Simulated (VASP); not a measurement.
Output of a VASP run:

### OSZICAR
```
...
DAV:   4    -0.223285771691E+02   -0.97652E-07   -0.12007E-06  2040   0.175E-02
   7 F= -.89409892E+01 E0= -.89408724E+01  d E =-.224056E-01
       N       E                     dE             d eps       ncg     rms          rms(c)
DAV:   1    -0.223339148377E+02   -0.53378E-02   -0.13160E-01  4152   0.310E+00    0.316E-01
DAV:   2    -0.223327487133E+02    0.11661E-02   -0.44168E-03  5256   0.113E+00    0.192E-01
DAV:   3    -0.223318750664E+02    0.87365E-03   -0.84225E-04  5448   0.633E-01    0.166E-02
DAV:   4    -0.223318949556E+02   -0.19889E-04   -0.21049E-04  3872   0.132E-01    0.114E-02
DAV:   5    -0.223318953661E+02   -0.41052E-06   -0.56338E-06  4808   0.225E-02
   8 F= -.89420240E+01 E0= -.89418357E+01  d E =-.103477E-02
       N       E                     dE             d eps       ncg     rms          rms(c)
DAV:   1    -0.223390714414E+02   -0.71765E-02   -0.25190E-01  4152   0.428E+00    0.436E-01
DAV:   2    -0.223368268963E+02    0.22445E-02   -0.83763E-03  5248   0.156E+00    0.266E-01
DAV:   3    -0.223351562946E+02    0.16706E-02   -0.16226E-03  5448   0.880E-01    0.230E-02
DAV:   4    -0.223351948218E+02   -0.38527E-04   -0.40864E-04  3848   0.184E-01    0.159E-02
DAV:   5    -0.223351954710E+02   -0.64918E-06   -0.11254E-05  5368   0.323E-02    0.442E-03
DAV:   6    -0.223351949028E+02    0.56816E-06   -0.10028E-06  2208   0.204E-02
   9 F= -.89424715E+01 E0= -.89421871E+01  d E =-.148228E-02
       N       E                     dE             d eps       ncg     rms          rms(c)
DAV:   1    -0.223350073046E+02    0.18817E-03   -0.16668E-03  4200   0.347E-01    0.355E-02
DAV:   2    -0.223349920068E+02    0.15298E-04   -0.53733E-05  5296   0.123E-01    0.216E-02
DAV:   3    -0.223349812666E+02    0.10740E-04   -0.10055E-05  4888   0.702E-02    0.171E-03
DAV:   4    -0.223349815501E+02   -0.28356E-06   -0.32062E-06  3064   0.162E-02
  10 F= -.89424754E+01 E0= -.89421980E+01  d E =-.148625E-02
       N       E                     dE             d eps       ncg     rms          rms(c)
DAV:   1    -0.222991477690E+02    0.35833E-01   -0.73054E-02  4376   0.507E+00    0.351E-01
DAV:   2    -0.222969257179E+02    0.22221E-02   -0.80100E-03  5064   0.127E+00    0.133E-01
DAV:   3    -0.222964605892E+02    0.46513E-03   -0.11039E-03  4872   0.803E-01    0.395E-02
DAV:   4    -0.222964177506E+02    0.42839E-04   -0.18317E-04  5512   0.259E-01    0.123E-02
DAV:   5    -0.222964190372E+02   -0.12866E-05   -0.43184E-05  4328   0.604E-02    0.714E-03
DAV:   6    -0.222964192894E+02   -0.25216E-06   -0.24891E-06  3456   0.179E-02
  11 F= -.89422526E+01 E0= -.89419704E+01  d E =0.222846E-03
       N       E                     dE             d eps       ncg     rms          rms(c)
DAV:   1    -0.223262523677E+02   -0.29833E-01   -0.39450E-02  4376   0.375E+00    0.257E-01
DAV:   2    -0.223250642984E+02    0.11881E-02   -0.43103E-03  5080   0.929E-01    0.973E-02
DAV:   3    -0.223248116027E+02    0.25270E-03   -0.58971E-04  4848   0.586E-01    0.289E-02
DAV:   4    -0.223247826796E+02    0.28923E-04   -0.97821E-05  5488   0.190E-01    0.881E-03
DAV:   5    -0.223247811160E+02    0.15637E-05   -0.23153E-05  4272   0.446E-02    0.502E-03
DAV:   6    -0.223247794564E+02    0.16595E-05   -0.12087E-06  2280   0.132E-02    0.185E-03
DAV:   7    -0.223247793764E+02    0.80019E-07   -0.40531E-07  1848   0.648E-03
  12 F= -.89425086E+01 E0= -.89422298E+01  d E =-.331354E-04
```

### OUTCAR
```
------------------------ aborting loop because EDIFF is reached ----------------------------------------
  FORCE on cell =-STRESS in cart. coord.  units (eV):
  Direction    XX          YY          ZZ          XY          YZ          ZX
  --------------------------------------------------------------------------------------
  Total       13.3869650     13.3869650     13.3880305      0.0000000      0.0000000      0.0000000
  in kB      450.1578497    450.1578497    450.1936793      0.0000000      0.0000000      0.0000000
  external PRESSURE =       0.1697929 kB  Pullay stress =     450.0000000 kB
  volume of cell :       47.65
      direct lattice vectors                 reciprocal lattice vectors
     3.495904310  0.000000000  0.000000000     0.286049019  0.000000000  0.000000000
     0.000000000  3.495904310  0.000000000     0.000000000  0.286049019  0.000000000
     0.000000000 -0.000000000  3.898601172     0.000000000 -0.000000000  0.256502257
 POSITION                                       TOTAL-FORCE (eV/Angst)
 -----------------------------------------------------------------------------------
      1.74795     -0.00000      2.73347         0.000000     -0.000000      0.000763
      0.00000      1.74795      1.16513         0.000000      0.000000     -0.000763
      1.74795      1.74795      0.00000         0.000000     -0.000000      0.000000
      0.00000      0.00000      0.00000         0.000000      0.000000      0.000000
 -----------------------------------------------------------------------------------
    total drift:                                0.000000      0.000000     -0.000000
  FREE ENERGIE OF THE ION-ELECTRON SYSTEM (eV)
  ---------------------------------------------------
  free  energy   TOTEN  =       -22.3247793764 eV

  energy  without entropy=      -22.3239431523  energy(sigma->0) =      -22.32450064
  enthalpy is  TOTEN    =        -8.9425085838 eV   P V=       13.3822707926

 reached required accuracy - stopping structural energy minimisation
```
(Selected blocks of OUTCAR.)

POSCAR:
```
SnO
1
    3.5603111639     0.0000000000     0.0000000000
    0.0000000000     3.5603111639     0.0000000000
    0.0000000000     0.0000000000     4.0121281944
Sn O
2 2
Direct
  0.5000000000   0.0000000000   0.7087630906
  0.0000000000   0.5000000000   0.2912369094
  0.5000000000   0.5000000000   0.0000000000
  0.0000000000   0.0000000000   0.0000000000
```

Reconstruct the remaining input files.

Several could match; the one computed here: the input of the run itself, PBEsol GGA, plane waves, VASP's PBE PAW potentials (set 64).

**KPOINTS**
```
Automatic mesh
0
Gamma
9 9 8
0 0 0
```

**INCAR**
```
ALGO = Normal
EDIFF = 1E-6
EDIFFG = -0.02
ENCUT = 620
GGA = PS
IBRION = 2
ISIF = 3
ISMEAR = 1
LASPH = .TRUE.
LCHARG = .FALSE.
LMAXMIX = 4
LREAL = .FALSE.
LWAVE = .FALSE.
NELM = 100
NSW = 40
PREC = Accurate
PSTRESS = 450
SIGMA = 0.1
SYSTEM = SnO
```

POTCAR, in this order: Sn_d O (PBE.64 set). Program: vasp_std.

Energy and stress use the plane-wave basis of the starting cell. Without a dispersion term in the relaxation, distances and binding between the weakly bound layers, chains or molecules are unreliable, and so is what depends on them.

The compound is SnO in the litharge structure. This run relaxes it under an external pressure of 45 GPa. Symmetry was kept, so distortions that lower it aren't found.
